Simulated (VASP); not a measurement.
Computed with PBE GGA, VASP's PBE PAW potentials (set 64) (plane waves; VASP).

VASP input:

**POSCAR**
```
B
14.849980
  0.1690196889   0.0000000000   0.0000000000
 -0.0845098108   0.1463753487   0.0000000000
  0.0000000000   0.0000000000   1.0000000000
B
2
Direct
  0.6666670000   0.3333330000   0.5286190000
  0.3333330000   0.6666670000   0.4713810000
```

### KPOINTS
```
Regular mesh
0
Gamma
 8 8 1
0 0 0
```

### INCAR
```
! general
SYSTEM  =  B
PREC    =  Accurate
ENCUT   =  400
LREAL   =  .FALSE.
LASPH   =  .TRUE.

! electronic loop
EDIFF   =  1E-6
NELM    =  100
ALGO    =  Normal

! smearing
ISMEAR  =  0
SIGMA   =  0.272

! functional
GGA     =  PE

! ions
ISIF    =  2

! output
LWAVE   =  .FALSE.
LCHARG  =  .FALSE.
```

POTCAR, in this order: B (PBE.64 set). Program: vasp_std.

Task: What will the output report for the number of irreducible k-points (NKPTS), largest plane-wave count, number of space-group operations, FFT grid (NGX, NGY, NGZ)?

Result: 
```
Item                                           Value
--------------------------------------  ------------
number of irreducible k-points (NKPTS)            10
largest plane-wave count                        1485
number of space-group operations                  12
FFT grid (NGX, NGY, NGZ)                16 × 16 × 98
```

The cell is a sheet with vacuum, built from a generated structure.
